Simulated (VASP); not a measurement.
Computed with TPSS meta-GGA, VASP's PBE PAW potentials (set 64) (plane waves; VASP).

Input for VASP

**INCAR**
```
! general
SYSTEM  = HfO2
PREC    = Accurate
ENCUT   = 520
LREAL   = F   ! projection in real space or not
LASPH   = T   ! aspherical one-centre terms

! electronic loop
EDIFF   = 1E-7
NELM    = 100   ! most electronic steps
ALGO    = Normal   ! blocked Davidson
LMAXMIX = 6   ! l cut-off of mixed one-centre charges
LMIXTAU = T

! smearing
ISMEAR  = 0   ! Gaussian
SIGMA   = 0.05   ! width (eV)

! functional
METAGGA = TPSS

! ions
ISIF    = 2   ! forces and stress, cell fixed

! output
LWAVE   = F
LCHARG  = F
```

**POSCAR**
```
HfO2
1
    0.0000000000     2.5036316112     2.5036316112
    2.5036316112     0.0000000000     2.5036316112
    2.5036316112     2.5036316112     0.0000000000
Hf O
1 2
Direct
  0.0000000000   0.0000000000   0.0000000000
  0.2500000000   0.2500000000   0.2500000000
  0.7500000000   0.7500000000   0.7500000000
```

**KPOINTS**
```
kpoints
0
G
8 8 8
0 0 0
```

POTCAR, in this order: Hf_pv O (PBE.64 set). Program: vasp_std.

Unless said otherwise, spin-orbit coupling is left out, though it shifts the bands of the heavy elements here.

Problem. What does the run give for the energy per atom (σ→0), pressure, band gap (on the k-mesh)?

Solution. 
| Quantity | Value |
|---|---|
| energy per atom (σ→0) | -12.219 eV/atom |
| band gap (on the k-mesh) | 3.96 eV |
| pressure | 85.7 kbar |

### OSZICAR
```
...
DAV:  15    -0.366565940695E+02   -0.32790E-03   -0.28294E-04   884   0.169E-01    0.953E-02
DAV:  16    -0.366565989476E+02   -0.48781E-05   -0.93638E-06  1157   0.331E-02    0.635E-02
DAV:  17    -0.366565976616E+02    0.12860E-05   -0.11292E-05  1024   0.275E-02    0.103E-02
DAV:  18    -0.366565981794E+02   -0.51782E-06   -0.10200E-06   989   0.121E-02    0.695E-03
DAV:  19    -0.366565977500E+02    0.42943E-06   -0.20294E-06  1003   0.115E-02    0.769E-04
DAV:  20    -0.366565980425E+02   -0.29255E-06   -0.15076E-07   688   0.407E-03    0.497E-04
DAV:  21    -0.366565980396E+02    0.29281E-08   -0.17539E-08   554   0.149E-03
   1 F= -.36656598E+02 E0= -.36656598E+02  d E =-.154556E-20
```

The compound is HfO2 in the fluorite structure, the high-temperature cubic form, which is unstable at 0 K; the monoclinic form is the stable one. This cell is one point of a volume scan, at 0.97 of the reference volume.
